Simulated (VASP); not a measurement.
These are PBE GGA, VASP's PBE PAW potentials (set 64) (plane waves; VASP 6.6.1) values and carry that method's errors.

The input files of a VASP run:

**POSCAR**
```
Cu31Mg
1.0
  7.2630069020   0.0000000000   0.0000000000
  0.0000000000   7.2630069020   0.0000000000
  0.0000000000   0.0000000000   7.2630069020
Cu Mg
31 1
direct
  0.5000000000   0.0000000000   0.0000000000
  0.7500000000   0.2500000000   0.0000000000
  0.7500000000   0.0000000000   0.2500000000
  0.0000000000   0.0000000000   0.0000000000
  0.2500000000   0.2500000000   0.0000000000
  0.5000000000   0.5000000000   0.0000000000
  0.7500000000   0.7500000000   0.0000000000
  0.2500000000   0.0000000000   0.2500000000
  0.5042020000   0.2565130000   0.2476870000
  0.7497010000   0.4955530000   0.2555750000
  0.5000000000   0.0000000000   0.5000000000
  0.7513240000   0.2436300000   0.5044960000
  0.7500000000   0.0000000000   0.7500000000
  0.0000000000   0.5000000000   0.0000000000
  0.2500000000   0.7500000000   0.0000000000
  0.0000000000   0.2500000000   0.2500000000
  0.2528240000   0.4936110000   0.2524890000
  0.4988780000   0.7555800000   0.2561660000
  0.0000000000   0.0000000000   0.5000000000
  0.2512090000   0.2476640000   0.4996570000
  0.7550290000   0.7477290000   0.5026420000
  0.2500000000   0.0000000000   0.7500000000
  0.5013510000   0.2560940000   0.7564470000
  0.7547130000   0.5058940000   0.7511660000
  0.0000000000   0.7500000000   0.2500000000
  0.0000000000   0.5000000000   0.5000000000
  0.2497960000   0.7475570000   0.4949790000
  0.0000000000   0.2500000000   0.7500000000
  0.2475970000   0.4945380000   0.7461230000
  0.5022810000   0.7457500000   0.7447620000
  0.0000000000   0.7500000000   0.7500000000
  0.4992130000   0.5031860000   0.5017950000
```

**KPOINTS**
```
Automatic mesh
0
Gamma
3 3 3
0 0 0
```

**INCAR**
```
SYSTEM=Cu31Mg
PREC=Normal; ENCUT=400; LREAL=Auto
LASPH=.TRUE.; ISYM=0
EDIFF=1E-5; NELM=100; NELMIN=4
ALGO=Fast; LMAXMIX=4
ISMEAR=1; SIGMA=0.1
GGA=PE
IBRION=2; NSW=60; ISIF=2
EDIFFG=-0.03
LWAVE=.FALSE.; LCHARG=.FALSE.
```

POTCAR, in this order: Cu Mg (PBE.64 set). Program: vasp_std.

What will the output report for the number of irreducible k-points (NKPTS), largest plane-wave count, FFT grid (NGX, NGY, NGZ)?

```json
{
 "number of irreducible k-points (NKPTS)": "14",
 "largest_plane_wave_count": "6979",
 "FFT grid (NGX, NGY, NGZ)": "36 × 36 × 36"
}
```

The cell is a supercell with a defect, built from Cu (fcc): Mg_Cu. The run is not spin-polarised, so no state with unpaired spins was tried.
